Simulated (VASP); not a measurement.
```
Re
1.0
    1.37464    -2.38094     0.00000
    1.37464     2.38094     0.00000
    0.00000     0.00000     4.44801
Re
2
Cartesian
  1.37464   0.79365   1.11200
  1.37464  -0.79365   3.33601
```

Level of theory: PBEsol GGA, VASP's PBE PAW potentials (set 64) (plane waves; VASP). Run with 400 eV cut-off, Gaussian smearing of 0.050 eV, potentials Re.

Task: Give the energies of bands 1 to 10 at the high-symmetry points, in eV from the Fermi level.

Result: 
```
band      Γ      M      K      A      L      H
----  -----  -----  -----  -----  -----  -----
1     -9.95  -6.05  -5.28  -7.58  -6.36  -4.59
2     -6.70  -5.89  -4.07  -7.58  -6.36  -4.59
3     -1.61  -5.32  -4.07  -2.41  -4.15  -3.76
4     -1.59  -1.94  -3.39  -2.41  -4.15  -3.76
5     -1.59  -1.72  -2.14  -1.72   0.42  -2.15
6     -0.74  -1.38  -2.14  -1.72   0.42  -2.15
7     -0.74  -0.60  -0.02  -1.72   0.97   0.09
8      0.23   4.08   3.10  -1.72   0.97   0.09
9      0.23   4.46   3.10   2.61   4.39   3.45
10     0.64   4.62   3.56   2.61   4.49   3.45
```

It has no gap at this level: it comes out as a metal or semimetal.

The compound is Re in the hcp structure. It was relaxed first.
